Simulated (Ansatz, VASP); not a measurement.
# Cross-check of Cs20Rb19F39 between VASP and Ansatz, part 2 of 2

Wanted: the spread between two codes on one cell, functional and k mesh. Of the first pair: The structure shown is frame 29 of Ansatz's trajectory.

VASP 6.6.1 and Ansatz 0.2.0.

So far. Step 3 (VASP: single point, PBE, pair 1): The run ends at a pressure of -0.32 GPa, with forces up to 0.89 eV/Å.

## 5. Ansatz: dynamics, PBE

Level of this step: Ansatz beside VASP: Kohn-Sham DFT, plane waves, PBE (Ansatz).

One frame of this run of dynamics is then solved in both programs, so the motion causes no difference.

The structure compared here is frame 59 of Ansatz's trajectory.

Contents of input.yaml:

```yaml
crystal:
  lattice:
    - [13.77283, 0.0, 0.0]
    - [0.0, 13.77283, 0.0]
    - [0.0, 0.0, 13.77283]
  atoms:
    - { symbol: Cs, position: [0.46524, 0.35703, 0.40198] }
    - { symbol: Cs, position: [0.44854, 0.04649, 0.63572] }
    - { symbol: Cs, position: [0.31076, 0.09107, 0.37672] }
    - { symbol: Cs, position: [0.95529, 0.36988, 0.66764] }
    - { symbol: Cs, position: [0.37354, 0.72998, 0.65527] }
    - { symbol: Cs, position: [0.63463, 0.58742, 0.15227] }
    - { symbol: Cs, position: [0.82627, 0.8113, 0.3569] }
    - { symbol: Cs, position: [0.8597, 0.97535, 0.69156] }
    - { symbol: Cs, position: [0.21721, 0.84584, 0.82417] }
    - { symbol: Cs, position: [0.03891, 0.63154, 0.94711] }
    - { symbol: Cs, position: [0.10458, 0.25481, 0.23015] }
    - { symbol: Cs, position: [0.51373, 0.34567, 0.12994] }
    - { symbol: Cs, position: [0.79919, 0.42556, 0.37223] }
    - { symbol: Cs, position: [0.76128, 0.24757, 0.78194] }
    - { symbol: Cs, position: [0.82303, 0.83589, 0.00462] }
    - { symbol: Cs, position: [0.06161, 0.12317, 0.93249] }
    - { symbol: Cs, position: [0.24809, 0.2226, 0.73055] }
    - { symbol: Cs, position: [0.00179, 0.97535, 0.21266] }
    - { symbol: Cs, position: [0.18514, 0.53444, 0.759] }
    - { symbol: Cs, position: [0.66788, 0.6745, 0.52116] }
    - { symbol: Rb, position: [0.27511, 0.40061, 0.01563] }
    - { symbol: Rb, position: [0.72357, 0.634, 0.8627] }
    - { symbol: Rb, position: [0.20057, 0.82519, 0.13032] }
    - { symbol: Rb, position: [0.72987, 0.14857, 0.16032] }
    - { symbol: Rb, position: [0.06764, 0.15569, 0.52432] }
    - { symbol: Rb, position: [0.41968, 0.66597, 0.3489] }
    - { symbol: Rb, position: [0.2085, 0.45593, 0.41452] }
    - { symbol: Rb, position: [0.57731, 0.96281, 0.30626] }
    - { symbol: Rb, position: [0.87529, 0.38307, 0.0404] }
    - { symbol: Rb, position: [0.00392, 0.58195, 0.21109] }
    - { symbol: Rb, position: [0.34208, 0.99503, 0.99065] }
    - { symbol: Rb, position: [0.60859, 0.24582, 0.55599] }
    - { symbol: Rb, position: [0.62104, 0.84884, 0.77791] }
    - { symbol: Rb, position: [0.44577, 0.67907, 0.9623] }
    - { symbol: Rb, position: [0.16324, 0.89702, 0.46468] }
    - { symbol: Rb, position: [0.96272, 0.67333, 0.58259] }
    - { symbol: Rb, position: [0.79826, 0.05215, 0.45426] }
    - { symbol: Rb, position: [0.5071, 0.49591, 0.6362] }
    - { symbol: Rb, position: [0.49316, 0.2855, 0.8821] }
    - { symbol: F, position: [0.79102, 0.97487, 0.26655] }
    - { symbol: F, position: [0.61941, 0.43543, 0.50503] }
    - { symbol: F, position: [0.55303, 0.68018, 0.68022] }
    - { symbol: F, position: [0.11865, 0.33539, 0.56258] }
    - { symbol: F, position: [0.97822, 0.56927, 0.7299] }
    - { symbol: F, position: [0.41062, 0.23334, 0.53898] }
    - { symbol: F, position: [0.70334, 0.37242, 0.18571] }
    - { symbol: F, position: [0.13179, 0.92519, 0.97887] }
    - { symbol: F, position: [0.4354, 0.86225, 0.85837] }
    - { symbol: F, position: [0.16973, 0.66268, 0.26232] }
    - { symbol: F, position: [0.35381, 0.94033, 0.20357] }
    - { symbol: F, position: [0.64624, 0.77381, 0.98002] }
    - { symbol: F, position: [0.07785, 0.46171, 0.02354] }
    - { symbol: F, position: [0.86379, 0.19588, 0.58911] }
    - { symbol: F, position: [0.59433, 0.17726, 0.03059] }
    - { symbol: F, position: [0.82908, 0.81658, 0.79532] }
    - { symbol: F, position: [0.11792, 0.07407, 0.33205] }
    - { symbol: F, position: [0.97811, 0.97103, 0.49136] }
    - { symbol: F, position: [0.34024, 0.56359, 0.55421] }
    - { symbol: F, position: [0.94201, 0.24803, 0.8291] }
    - { symbol: F, position: [0.61543, 0.11233, 0.69806] }
    - { symbol: F, position: [0.83334, 0.63023, 0.40147] }
    - { symbol: F, position: [0.13858, 0.76386, 0.59893] }
    - { symbol: F, position: [0.20674, 0.03841, 0.66604] }
    - { symbol: F, position: [0.47539, 0.48799, 0.00357] }
    - { symbol: F, position: [0.65499, 0.4306, 0.77491] }
    - { symbol: F, position: [0.83962, 0.59872, 0.04194] }
    - { symbol: F, position: [0.43402, 0.5017, 0.25056] }
    - { symbol: F, position: [0.26474, 0.6465, 0.87908] }
    - { symbol: F, position: [0.99146, 0.40087, 0.29935] }
    - { symbol: F, position: [0.31098, 0.36408, 0.82064] }
    - { symbol: F, position: [0.62469, 0.14608, 0.38506] }
    - { symbol: F, position: [0.97975, 0.80096, 0.1402] }
    - { symbol: F, position: [0.59044, 0.72428, 0.28838] }
    - { symbol: F, position: [0.26667, 0.16691, 0.92235] }
    - { symbol: F, position: [0.93866, 0.17103, 0.1042] }
    - { symbol: F, position: [0.37438, 0.90926, 0.5146] }
    - { symbol: F, position: [0.73648, 0.89165, 0.53761] }
    - { symbol: F, position: [0.29671, 0.27522, 0.28366] }
kpoints:
  mp_grid: { grid: [1, 1, 1] }
hamiltonian:
  xc: pbe
scf:
  occupations: { method: gaussian, width: 0.025 }
output:
  forces: true
md:
  timestep: 1.0
  n_steps: 88
  ensemble: nvt_nose_hoover
  temperature: 300
  initial_velocities: maxwell_boltzmann
  seed: 102
```

Command:

```bash
ansatz run input.yaml --threads 4 --pin off --max-ram 8192MiB --backend cpu --events-out ev --progress --plain --runs-dir out
```

Numbers of over 12 decimals in the logs are rounded to 6 here.

Output:

```text
[...]
Crystal: 78 atoms, lattice volume = 2612.580 Å³
Basis set: ecut = 420 eV, 50883 PW (Γ), exchange–correlation on 192×192×192 points (8 copies of the dense FFT grid, shifted against one another)
Bands: 390, of which v1, the nominal top of the filled ones, is band 312 counted from 1 (311 counted from 0)
Symmetry: 1 space group operations
k-points: 1
[...]
atom   8  Cs    -0.20076666    -0.53107330    -0.04645506
[...]
atom  75  F      0.43580922    -0.13994852     0.30155271
  atom  76  F     -0.16603089    -0.00534263     0.24108528
  atom  77  F      0.30921073     0.32311513    -0.17579532
  atom  78  F     -0.19904111     0.01621877    -0.10111653
  max |Σ_I F_I| component: 3.75e-5 eV/Å
--- MD trajectory: 88 steps, t = 0.0 → 88.0 fs ---
[...]
conserved energy: peak-to-peak 3.237e-4 eV (4.150e-6 eV/atom) over 88.0 fs
[key lines of the parts left out:]
SCF converged after 7 iterations
Free energy (F): -207105.477389 eV
Fermi energy:    3.059644 eV
```

## 6. VASP: single point, PBE, pair 2

The same cell, functional, mesh and smearing now go to VASP, with its own data sets.

Contents of INCAR:

```
SYSTEM = Cs20Rb19F39
PREC = Accurate
ENCUT = 520
EDIFF = 1E-06
NELM = 120
ISMEAR = 0
SIGMA = 0.025
LREAL = Auto
ALGO = Normal
GGA = PE
NBANDS = 368
LORBIT = 11
LWAVE = .FALSE.
LCHARG = .FALSE.
ISIF = 2
LASPH = .TRUE.
GGA_COMPAT = .FALSE.
EFERMI = MIDGAP
NCORE = 2
```

Contents of POSCAR:

```
Cs20Rb19F39
1.0
   13.7728300000      0.0000000000      0.0000000000
    0.0000000000     13.7728300000      0.0000000000
    0.0000000000      0.0000000000     13.7728300000
Cs Rb F
20 19 39
Direct
    0.4597893098      0.3629464678      0.3913429557
    0.4438666563      0.0452267254      0.6393965510
    0.3112722658      0.0846812166      0.3717899662
    0.9585466458      0.3711437664      0.6621006721
    0.3695391579      0.7319555966      0.6450526145
    0.6295728619      0.5897771192      0.1515374836
    0.8268598393      0.8099569950      0.3448746554
    0.8658206048      0.9861371991      0.6915644788
    0.2136597925      0.8423032884      0.8187787114
    0.0360274541      0.6328329036      0.9523605534
    0.1009886857      0.2628798874      0.2311943152
    0.5089077553      0.3445987499      0.1320571008
    0.8021517727      0.4170166916      0.3713688472
    0.7612887112      0.2435011541      0.7744232667
    0.8211384298      0.8327555049      0.0093662668
    0.0661665032      0.1301983688      0.9315587283
    0.2478067325      0.2223072528      0.7256315514
    0.0027154913      0.9709696555      0.2118591459
    0.1932282617      0.5327808446      0.7569250474
    0.6711256873      0.6710167772      0.5162119913
    0.2799860305      0.4147658833      0.0116170751
    0.7368275075      0.6306183987      0.8526933099
    0.2007793605      0.8231931999      0.1436814366
    0.7314183069      0.1508912838      0.1619565478
    0.0679526285      0.1463896672      0.5292884614
    0.4103949588      0.6606630591      0.3414548789
    0.2001694641      0.4528698895      0.4171619050
    0.5781527834      0.9779762039      0.3014340553
    0.8686159635      0.3803866017      0.0507230540
    0.0008785413      0.5944384705      0.2107627844
    0.3491729732      0.0062637817      0.9906823797
    0.6169392928      0.2254729057      0.5542070874
    0.6157412819      0.8454834627      0.7977663269
    0.4359960879      0.6842166788      0.9584812998
    0.1656231871      0.8947834250      0.4759225228
    0.9757471776      0.6767672294      0.5910767794
    0.7962996712      0.0632694951      0.4580031845
    0.5000206929      0.4954609910      0.6478261911
    0.4884036178      0.2842843482      0.8696760216
    0.7719618989      0.9978341416      0.2541162564
    0.6395925892      0.4373102696      0.5049071251
    0.5765699569      0.6854655143      0.7124171285
    0.1328630354      0.3426238471      0.5537859685
    0.9776131703      0.5469609369      0.7447198579
    0.3953072825      0.2001694641      0.5456685373
    0.7065868090      0.3782084002      0.1784745764
    0.1482483992      0.9310650026      0.9910671953
    0.4125731603      0.8526570066      0.8667644921
    0.1582390838      0.6824232928      0.2566429703
    0.3320305268      0.9261567884      0.2104433148
    0.6250930274      0.7398043830      0.9918223052
    0.0963999410      0.4482884055      0.0200249331
    0.8788462502      0.1941648884      0.5810643129
    0.5943440818      0.1972071099      0.0066144721
    0.8261991181      0.8012441887      0.7938891281
    0.1189152847      0.0564735062      0.3590692690
    0.9692343549      0.9751154991      0.4933699174
    0.3544805243      0.5578809874      0.5172357460
    0.9422464374      0.2535136207      0.8517784653
    0.6347497210      0.1145879242      0.7116983220
    0.8509870520      0.6041459889      0.4179823609
    0.1427157672      0.7420261486      0.6371530034
    0.1892711955      0.0400498663      0.6820239559
    0.4612269229      0.4860729422      0.0017643433
    0.6617594205      0.4400838462      0.7775308343
    0.8404518171      0.5982358019      0.0377845367
    0.4496461512      0.5015236520      0.2648547902
    0.2646079273      0.6679745557      0.8950956339
    0.0106927915      0.4280892162      0.3210451302
    0.3313988483      0.4038385720      0.8355581242
    0.6287741880      0.1344676439      0.3894914843
    0.9736270614      0.7817928487      0.1337560981
    0.6137082938      0.7244988866      0.3197745126
    0.2775537054      0.1549136960      0.9307745757
    0.9128915408      0.1744884675      0.0821617634
    0.3716374921      0.9029662023      0.5013130925
    0.7159821184      0.8625750844      0.5420527226
    0.2995825840      0.2726672732      0.2802474147
```

Contents of KPOINTS:

```
Automatic mesh
0
Gamma
1 1 1
0 0 0
```

Potentials, in the order of the species: Cs_sv, Rb_sv and F (PBE family, release 64).

Command:

```bash
mpirun -np 8 vasp_gam
```

Output:

```text
[... set-up lines as in an earlier step ...]
 entering main loop
       N       E                     dE             d eps       ncg     rms          rms(c)
DAV:   1     0.675389100281E+04    0.67539E+04   -0.32657E+05   752   0.156E+03
DAV:   2     0.413854117101E+03   -0.63400E+04   -0.61783E+04   944   0.356E+02
DAV:   3    -0.340047519503E+03   -0.75390E+03   -0.75105E+03   832   0.130E+02
DAV:   4    -0.369438007378E+03   -0.29390E+02   -0.29322E+02   944   0.240E+01
[...]
DAV:  19    -0.297643476697E+03   -0.84311E-06   -0.47283E-05   864   0.148E-02    0.812E-03
DAV:  20    -0.297643476460E+03    0.23605E-06   -0.12551E-05   752   0.745E-03    0.604E-03
DAV:  21    -0.297643476911E+03   -0.45069E-06   -0.36489E-06   688   0.489E-03
   1 F= -.29764348E+03 E0= -.29764348E+03  d E =0.000000E+00
```

Parts of OUTCAR (step 6):

```text
  FREE ENERGIE OF THE ION-ELECTRON SYSTEM (eV)
  ---------------------------------------------------
  free  energy   TOTEN  =      -297.6434769111 eV

  energy  without entropy=     -297.6434769111  energy(sigma->0) =     -297.64347691
```

The run ends at a pressure of -0.42 GPa, with forces up to 0.92 eV/Å.

## 7. Differences

Forces on 9 of the 78 atoms, those with the largest forces and the largest differences (eV/Å; atoms numbered as in POSCAR):

```csv
atom,"Ansatz x, y, z","VASP x, y, z"
Cs1,"-0.041, -0.248, 0.458","-0.034, -0.279, 0.493"
Cs2,"-0.088, -0.833, 0.153","-0.078, -0.871, 0.183"
Cs9,"-0.501, 0.595, -0.085","-0.519, 0.615, -0.102"
Cs14,"-0.069, 0.563, 0.581","-0.071, 0.586, 0.589"
Rb24,"-0.033, 0.725, -0.534","-0.042, 0.743, -0.540"
Rb31,"0.218, -0.599, 0.478","0.237, -0.625, 0.496"
F45,"0.185, 0.423, -0.021","0.171, 0.459, -0.039"
F70,"-0.018, -0.335, -0.779","-0.005, -0.344, -0.790"
F74,"-0.067, 0.800, -0.387","-0.072, 0.832, -0.394"
```

The forces differ by 12 meV/Å r.m.s., which is 4.4 % of the r.m.s. force of 0.279 eV/Å (both taken over all components).

## 8. Ansatz: dynamics, PBE

One frame of this run of dynamics is then solved in both programs, so the motion causes no difference.

The structure compared here is frame 88 of Ansatz's trajectory.

input.yaml is that of step 5.

Command:

```bash
ansatz run input.yaml --threads 4 --pin off --max-ram 8192MiB --backend cpu --events-out ev --progress --plain --runs-dir out
```

Output:

```text
[...]
Crystal: 78 atoms, lattice volume = 2612.580 Å³
Basis set: ecut = 420 eV, 50883 PW (Γ), exchange–correlation on 192×192×192 points (8 copies of the dense FFT grid, shifted against one another)
Bands: 390, of which v1, the nominal top of the filled ones, is band 312 counted from 1 (311 counted from 0)
Symmetry: 1 space group operations
k-points: 1
[...]
atom   8  Cs    -0.20076666    -0.53107330    -0.04645506
[...]
atom  75  F      0.43580922    -0.13994852     0.30155271
  atom  76  F     -0.16603089    -0.00534263     0.24108528
  atom  77  F      0.30921073     0.32311513    -0.17579532
  atom  78  F     -0.19904111     0.01621877    -0.10111653
  max |Σ_I F_I| component: 3.75e-5 eV/Å
--- MD trajectory: 88 steps, t = 0.0 → 88.0 fs ---
[...]
conserved energy: peak-to-peak 3.237e-4 eV (4.150e-6 eV/atom) over 88.0 fs
[key lines of the parts left out:]
SCF converged after 7 iterations
Free energy (F): -207105.477389 eV
Fermi energy:    3.059644 eV
```

## 9. VASP: single point, PBE, pair 3

The same cell, functional, mesh and smearing now go to VASP, with its own data sets.

INCAR is that of step 6.

Contents of POSCAR:

```
Cs20Rb19F39
1.0
   13.7728300000      0.0000000000      0.0000000000
    0.0000000000     13.7728300000      0.0000000000
    0.0000000000      0.0000000000     13.7728300000
Cs Rb F
20 19 39
Direct
    0.4566381782      0.3645728583      0.3879231792
    0.4400838462      0.0398901315      0.6417054447
    0.3145613501      0.0816607771      0.3679781134
    0.9605142879      0.3717754448      0.6593270954
    0.3675642551      0.7346710879      0.6375959044
    0.6283893724      0.5915632444      0.1503830367
    0.8260248620      0.8074665846      0.3397558817
    0.8690733858      0.9889979038      0.6901559084
    0.2089476164      0.8441910631      0.8149378160
    0.0328835831      0.6332249799      0.9549961773
    0.0982151090      0.2670184704      0.2309111490
    0.5070199806      0.3425657617      0.1333640218
    0.8034732150      0.4129071513      0.3709404676
    0.7596913634      0.2441110505      0.7737915882
    0.8201582391      0.8301053596      0.0127134365
    0.0687004777      0.1324056131      0.9330181234
    0.2474364383      0.2236867804      0.7223860310
    0.0014230917      0.9719498462      0.2102327554
    0.1973741054      0.5305155150      0.7537303517
    0.6723382195      0.6684682814      0.5137070595
    0.2818011984      0.4224694562      0.0108547045
    0.7423891822      0.6220725878      0.8467250376
    0.1996829991      0.8179364735      0.1490615945
    0.7326961852      0.1576291873      0.1589288476
    0.0671975186      0.1398550625      0.5317933932
    0.4048550661      0.6620716294      0.3386232169
    0.1947021781      0.4524052065      0.4183671765
    0.5764392648      0.9799220639      0.2996334087
    0.8668007955      0.3785932158      0.0539540530
    0.9971755986      0.5996080689      0.2118591459
    0.3547854726      0.0072076690      0.9951985177
    0.6212739139      0.2194973727      0.5523991801
    0.6118350404      0.8454326380      0.8078731822
    0.4350449399      0.6844853236      0.9577697539
    0.1658482679      0.8919372417      0.4855356524
    0.9796606798      0.6780596290      0.5961156857
    0.7963214532      0.0669579164      0.4578434497
    0.5019084676      0.4937184297      0.6576426196
    0.4880188022      0.2864480285      0.8644628591
    0.7648827438      0.9960334949      0.2535571847
    0.6350619299      0.4272760210      0.5047764330
    0.5787699405      0.6807969023      0.7268876476
    0.1436741759      0.3442502376      0.5595364206
    0.9867180529      0.5526315216      0.7571138248
    0.3970135404      0.1990222779      0.5495602574
    0.7206362091      0.3788981640      0.1791062549
    0.1569539448      0.9416873656      0.9987852896
    0.4064959780      0.8623282216      0.8573401400
    0.1705677047      0.6894661446      0.2700897346
    0.3400317872      0.9376939961      0.2155403065
    0.6217749003      0.7246005360      0.9844745052
    0.0914844662      0.4475115136      0.0265450165
    0.8732700542      0.1872019040      0.5786900731
    0.5903434516      0.2064136419      0.9966383089
    0.8179146915      0.8025220670      0.8044388844
    0.1251086378      0.0609606014      0.3681451089
    0.9538054271      0.9628449636      0.5029031797
    0.3653787929      0.5521740993      0.4954464696
    0.9423335654      0.2665392661      0.8484312955
    0.6384018390      0.1034500535      0.7159530757
    0.8684417073      0.6081974438      0.4331934686
    0.1575493199      0.7308810172      0.6541139330
    0.1769353139      0.0379007074      0.6807605989
    0.4591866741      0.4867844880      0.0043273605
    0.6583251227      0.4304852380      0.7779446926
    0.8461369232      0.5927685160      0.0283166205
    0.4612632262      0.5038180243      0.2620739528
    0.2430509924      0.6702181033      0.9019424476
    0.0306669000      0.4323512306      0.3249078076
    0.3445116218      0.4176701520      0.8200638503
    0.6265088584      0.1331316803      0.3861225326
    0.9683558136      0.7710615756      0.1332188083
    0.6226461809      0.7341265375      0.3385941742
    0.2828539959      0.1788013066      0.9231944343
    0.9067780551      0.1760785547      0.0879267369
    0.3664315903      0.8963154268      0.4991784550
    0.7213477550      0.8653341398      0.5380520924
    0.2998294468      0.2803418034      0.2807411403
```

KPOINTS is that of step 6.

Command:

```bash
mpirun -np 8 vasp_gam
```

Output:

```text
[... set-up lines as in an earlier step ...]
 entering main loop
       N       E                     dE             d eps       ncg     rms          rms(c)
DAV:   1     0.675216444121E+04    0.67522E+04   -0.32658E+05   752   0.156E+03
DAV:   2     0.422733797294E+03   -0.63294E+04   -0.61612E+04   936   0.356E+02
DAV:   3    -0.340466294639E+03   -0.76320E+03   -0.76027E+03   832   0.131E+02
DAV:   4    -0.370336423876E+03   -0.29870E+02   -0.29806E+02   952   0.241E+01
[...]
DAV:  19    -0.298522693077E+03   -0.12927E-05   -0.60973E-05   960   0.168E-02    0.102E-02
DAV:  20    -0.298522692063E+03    0.10140E-05   -0.13397E-05   848   0.726E-03    0.556E-03
DAV:  21    -0.298522691548E+03    0.51507E-06   -0.48912E-06   736   0.610E-03
   1 F= -.29852269E+03 E0= -.29852269E+03  d E =0.000000E+00
```

OUTCAR, selected parts (step 9):

```text
  FREE ENERGIE OF THE ION-ELECTRON SYSTEM (eV)
  ---------------------------------------------------
  free  energy   TOTEN  =      -298.5226915479 eV

  energy  without entropy=     -298.5226915479  energy(sigma->0) =     -298.52269155
```

The run ends at a pressure of -0.54 GPa, with forces up to 0.86 eV/Å.

## 10. Side by side

Forces on 8 of the 78 atoms, those with the largest forces and the largest differences (eV/Å; atoms numbered as in POSCAR):

```csv
atom,"Ansatz x, y, z","VASP x, y, z"
Cs1,"-0.057, -0.210, 0.785","-0.050, -0.238, 0.821"
Cs2,"0.060, -0.657, 0.132","0.070, -0.698, 0.160"
Cs3,"0.664, 0.173, -0.172","0.694, 0.180, -0.165"
Cs9,"-0.432, 0.603, 0.199","-0.447, 0.629, 0.196"
Cs14,"-0.144, 0.431, 0.556","-0.146, 0.445, 0.562"
Rb28,"-0.287, -0.689, 0.057","-0.305, -0.711, 0.048"
Rb37,"-0.122, -0.585, -0.417","-0.128, -0.593, -0.429"
F45,"0.202, 0.237, 0.032","0.193, 0.276, 0.012"
```

The forces differ by 12 meV/Å r.m.s., which is 4.5 % of the r.m.s. force of 0.266 eV/Å (both taken over all components).

## 11. Outcome

```json
{"r.m.s. force difference (single point, PBE, pair 1)": "4.9 % of the r.m.s. force", "r.m.s. force difference (single point, PBE, pair 2)": "4.4 % of the r.m.s. force", "r.m.s. force difference (single point, PBE, pair 3)": "4.5 % of the r.m.s. force"}
```

**Reading.** The r.m.s. force difference is 4.9 % of the r.m.s. force (single point, PBE, pair 1), beyond the 3 % picked in this series as the mark of a large difference. What causes the difference of the single point, PBE, pair 1 pair stays open here. What causes the difference of the single point, PBE, pair 2 pair stays open here. How closely two codes agree says nothing of how well the functional describes the real material.

[Lines on the potential files, build, host, timing and source positions are cut from VASP's logs without a mark.]

[Logs are printed without paths, hosts, clocks, repeated set-up lines and the standing remarks that a program may print on its own settings, such as how far it seeks lower states.]

[Hosts, paths, dates, database ids (printed as entryN), source tags and the programs' standing remarks are cut or masked in the printed files.]
